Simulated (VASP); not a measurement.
# SiC (F-43m) in VASP: Born charges and dielectric tensor with PBE

Aim: the Born charges and dielectric tensor of SiC with PBE.

Program: VASP 6.6.1. These are calculated values, not measurements. Logs are shortened: lines on timing, memory, paths and dates and some standing lists are left out, and cuts for length are marked.

**Measured values to compare with.**

From “Insight into the structural, elastic and electronic properties of a new orthorhombic 6O-SiC polytype”, 2020, pmc:7200658, for a bulk crystal of SiC: band gap 2.4 eV (indirect).

“Infrared properties of SiC particles”, 1999, arxiv:astro-ph/9903031 quotes, for a bulk crystal of SiC: high-frequency dielectric constant 6.49.

How close the calculation comes is told below.

## (1) The crystal as given

Symmetry: F-43m, No. 216, cubic system. Conventional cell: a = 4.380 Å, b = 4.380 Å, c = 4.380 Å, α = 90.00°, β = 90.00°, γ = 90.00°. Around Si (site symmetry -43m) lie 4 C at 1.90 Å. C (site symmetry -43m) has 4 Si at 1.90 Å as nearest neighbours.

## (2) Born charges and dielectric tensor, PBE

INCAR

```
SYSTEM = SiC
PREC     = Accurate       ! precision mode
ENCUT    = 520            ! plane-wave cutoff, eV
EDIFF    = 1E-8           ! SCF threshold, eV
ISMEAR   = 0              ! smearing method
SIGMA    = 0.02           ! smearing width, eV
LREAL    = .FALSE.        ! projectors in reciprocal space
LASPH    = .TRUE.         ! aspherical terms in the spheres
NELM     = 60             ! most SCF steps
ALGO     = Normal         ! electronic algorithm
ISIF     = 2              ! what is computed and relaxed
LWAVE    = .FALSE.        ! write WAVECAR
LCHARG   = .FALSE.        ! write CHGCAR
GGA      = PE             ! functional
LEPSILON = .TRUE.         ! dielectric tensor by DFPT
IBRION   = 8              ! ionic algorithm
NSW      = 1              ! ionic steps
```

KPOINTS

```
Automatic mesh
0
G
  10 10 10
  0 0 0
```

POSCAR

```
SiC
1.0
    0.0000000000      2.1898720000      2.1898720000
    2.1898720000      0.0000000000      2.1898720000
    2.1898720000      2.1898720000      0.0000000000
Si C
1 1
Direct
    0.0000000000      0.0000000000      0.0000000000
    0.2500000000      0.2500000000      0.2500000000
```

Potentials or basis: VASP PAW PBE potentials, release 64 (Si, C).

Run with:

```
cat potpaw_PBE.64/Si/POTCAR potpaw_PBE.64/C/POTCAR > POTCAR
mpirun -np 1 vasp_std > vasp.out
```

OUTCAR:

```text
SYSTEM = SiC
   PREC = Accurate
   ENCUT = 520
   EDIFF = 1E-8
   ISMEAR = 0
   LREAL = .FALSE.
   LASPH = .TRUE.
   NELM = 60
   ISIF = 2
   GGA = PE
   LEPSILON = .TRUE.
   IBRION = 8
   NSW = 1

 ion  position               nearest neighbor table
   1  0.000  0.000  0.000-   2 1.90   2 1.90   2 1.90   2 1.90
   2  0.250  0.250  0.250-   1 1.90   1 1.90   1 1.90   1 1.90

  LATTYP: Found a face centered cubic cell.
 ALAT       =     4.3797440000

  Lattice vectors:

 A1 = (   0.0000000000,   2.1898720000,   2.1898720000)
 A2 = (   2.1898720000,   0.0000000000,   2.1898720000)
 A3 = (   2.1898720000,   2.1898720000,   0.0000000000)

Analysis of symmetry for initial positions (statically):
=====================================================================
 Subroutine PRICEL returns:
 Original cell was already a primitive cell.

 Routine SETGRP: Setting up the symmetry group for a
 face centered cubic supercell.

 Subroutine GETGRP returns: Found 24 space group operations
 (whereof 24 operations were pure point group operations)
 out of a pool of 48 trial point group operations.

The static configuration has the point symmetry T_d .

Analysis of symmetry for dynamics (positions and initial velocities):
=====================================================================
 Subroutine PRICEL returns:
 Original cell was already a primitive cell.

 Routine SETGRP: Setting up the symmetry group for a
 face centered cubic supercell.

 Subroutine GETGRP returns: Found 24 space group operations
 (whereof 24 operations were pure point group operations)
 out of a pool of 48 trial point group operations.

The dynamic configuration has the point symmetry T_d .

 Subroutine INISYM returns: Found 24 space group operations
 (whereof 24 operations are pure point group operations),
 and found     1 'primitive' translations

[... 498 lines left out ...]
     0.00000 -7.50860  0.00343

 MACROSCOPIC STATIC DIELECTRIC TENSOR (including local field effects in DFT)
 ------------------------------------------------------
           7.040182    -0.000000    -0.000000
           0.000000     7.040182    -0.000000
           0.000000     0.000000     7.040182
 ------------------------------------------------------

 PIEZOELECTRIC TENSOR (including local field effects)  for field in x, y, z        (e  Angst)
          XX          YY          ZZ          XY          YZ          ZX
  --------------------------------------------------------------------------------
  x    -0.00000     0.00000     0.00000     0.00000    -1.28803     0.00000
  y    -0.00000     0.00000    -0.00000     0.00000     0.00000    -1.28803
  z     0.00000    -0.00000    -0.00000    -1.28803     0.00000     0.00000

 PIEZOELECTRIC TENSOR (including local field effects)  for field in x, y, z        (C/m^2)
          XX          YY          ZZ          XY          YZ          ZX
  --------------------------------------------------------------------------------
  x    -0.00000     0.00000     0.00000     0.00000    -0.98254     0.00000
  y    -0.00000     0.00000    -0.00000     0.00000     0.00000    -0.98254
  z     0.00000    -0.00000    -0.00000    -0.98254     0.00000     0.00000

 BORN EFFECTIVE CHARGES (including local field effects) (in |e|, cummulative output)
 ---------------------------------------------------------------------------------
 ion    1
    1     2.68456    -0.00000     0.00000
    2     0.00000     2.68456    -0.00000
    3    -0.00000     0.00000     2.68456
 ion    2
    1    -2.68456     0.00000    -0.00000
    2    -0.00000    -2.68456     0.00000
    3     0.00000    -0.00000    -2.68456

 INTERNAL STRAIN TENSOR FOR ION    2 for displacements in x,y,z  (eV/Angst):
          X           Y           Z          XY          YZ          ZX
  --------------------------------------------------------------------------------
  x    -0.00000    -0.00000    -0.00000     0.00000    -7.50860     0.00000
  y    -0.00000    -0.00000    -0.00000     0.00000     0.00000    -7.50860
  z    -0.00000    -0.00000    -0.00000    -7.50860     0.00000     0.00000

 SECOND DERIVATIVES (NOT SYMMETRIZED)
 ------------------------------------
               1X          1Y          1Z          2X          2Y          2Z
  1X   -18.569526    0.000000    0.000000   18.569526    0.000000    0.000000
  1Y     0.000000  -18.569526    0.000000    0.000000   18.569526    0.000000
  1Z     0.000000    0.000000  -18.569526    0.000000    0.000000   18.569526
  2X    18.576550    0.000000    0.000000  -18.576550    0.000000    0.000000
  2Y     0.000000   18.576550    0.000000    0.000000  -18.576550    0.000000
  2Z     0.000000    0.000000   18.576550    0.000000    0.000000  -18.576550

 Eigenvectors and eigenvalues of the dynamical matrix
 ----------------------------------------------------

   1 f  =   23.229100 THz   145.952742 2PiTHz  774.839386 cm-1    96.067797 meV
             X         Y         Z           dx          dy          dz
      0.000000  0.000000  0.000000     0.000000    0.547245    0.000000
      1.094936  1.094936  1.094936     0.000000   -0.836973    0.000000
[... 21 lines left out ...]
   6 f/i=    0.002012 THz     0.012642 2PiTHz    0.067117 cm-1     0.008321 meV
             X         Y         Z           dx          dy          dz
      0.000000  0.000000  0.000000     0.000000    0.000000    0.836973
      1.094936  1.094936  1.094936     0.000000    0.000000    0.547245

--------------------------------------------------------------------------------------------------------

 MACROSCOPIC STATIC DIELECTRIC TENSOR IONIC CONTRIBUTION
 ------------------------------------------------------
           3.343042    -0.000000    -0.000000
          -0.000000     3.343042    -0.000000
          -0.000000    -0.000000     3.343042
 ------------------------------------------------------

 ELASTIC MODULI CONTR FROM IONIC RELAXATION (kBar)
 Direction    XX          YY          ZZ          XY          YZ          ZX
 --------------------------------------------------------------------------------
 XX          -0.0000     -0.0000     -0.0000     -0.0000     -0.0000     -0.0000
 YY          -0.0000     -0.0000     -0.0000     -0.0000     -0.0000     -0.0000
 ZZ          -0.0000     -0.0000     -0.0000     -0.0000     -0.0000     -0.0000
 XY          -0.0000     -0.0000     -0.0000   -210.3593      0.0000     -0.0000
 YZ          -0.0000     -0.0000     -0.0000      0.0000   -210.3593      0.0000
 ZX          -0.0000     -0.0000     -0.0000     -0.0000      0.0000   -210.3593
 --------------------------------------------------------------------------------

 PIEZOELECTRIC TENSOR IONIC CONTR  for field in x, y, z        (C/m^2)
          XX          YY          ZZ          XY          YZ          ZX
  --------------------------------------------------------------------------------
  x     0.00000     0.00000     0.00000    -0.00000     0.78909    -0.00000
  y     0.00000     0.00000     0.00000     0.00000    -0.00000     0.78909
  z     0.00000     0.00000     0.00000     0.78909    -0.00000    -0.00000
```

stdout:

```text
POSCAR found type information on POSCAR SiC
 POSCAR found :  2 types and       2 ions
 scaLAPACK will be used
 LDA part: xc-table for (Slater+PW92), standard interpolation
 POSCAR, INCAR and KPOINTS ok, starting setup
 FFT: planning ... GRIDC
 FFT: planning ... GRID_SOFT
 FFT: planning ... GRID
 WAVECAR not read
 entering main loop
[... 23 lines left out ...]
  Direction:   3
 dielectric tensor                  component  3 :     1.081     1.515     7.040
 Linear response DOF=           2
 Linear response progress:
 first order change of Fermi-energy   0.48273E-04
 force on displaced ion       1 direction 1 : -18.570   0.000   0.000
 Born effective charge ion    1 direction 1 :   2.681   0.000   0.000
 Linear response progress:
 first order change of Fermi-energy   0.25260E-03
 force on displaced ion       2 direction 1 : -18.577  -0.000  -0.000
 Born effective charge ion    2 direction 1 :  -2.689   0.000   0.000
 Born effective charges drift removed
 Linear response finished
```

Wall time 1.7 min (1 thread of Intel Xeon Platinum 8488C (Sapphire Rapids), shared host); peak memory 0.2 GiB.

Results:

```yaml
Band_gap_on_the_k_mesh: 1.37 eV, indirect (least direct gap 4.53 eV)
Electronic_dielectric_tensor_diagonal: 7.04
Born_charges_mean_of_the_diagonal: Si +2.68; C -2.68 e
Highest_phonon_frequency_at_Γ_LO-TO_splitting_left_out: 775 cm⁻¹
```

Phonon frequencies in cm⁻¹ (negative: imaginary):
```
              q point        frequencies
(0.000, 0.000, 0.000)  0 0 0 775 775 775
```

Electronic dielectric tensor:
```
7.04 0.00 0.00
0.00 7.04 0.00
0.00 0.00 7.04
```

Born effective charge tensors (e):
atom 1, Si
```
2.68 0.00 0.00
0.00 2.68 0.00
0.00 0.00 2.68
```
atom 2, C
```
-2.68  0.00  0.00
 0.00 -2.68  0.00
 0.00  0.00 -2.68
```

## (3) How close it comes

Step 2. A measured gap of SiC is 2.4 eV (indirect; quoted in “Insight into the structural, elastic and electronic properties of a new orthorhombic 6O-SiC polytype”, 2020, pmc:7200658); the calculated 1.37 eV misses it by -1.03 eV. The value is that of PBE on a finite k mesh, which can miss the band edges, without temperature or zero-point motion. Semilocal functionals fall short of measured gaps as a rule. Against the measured high-frequency dielectric constant of SiC, 6.49 (quoted in “Infrared properties of SiC particles”, 1999, arxiv:astro-ph/9903031), the calculated 7.04 is off by +8.5 %.
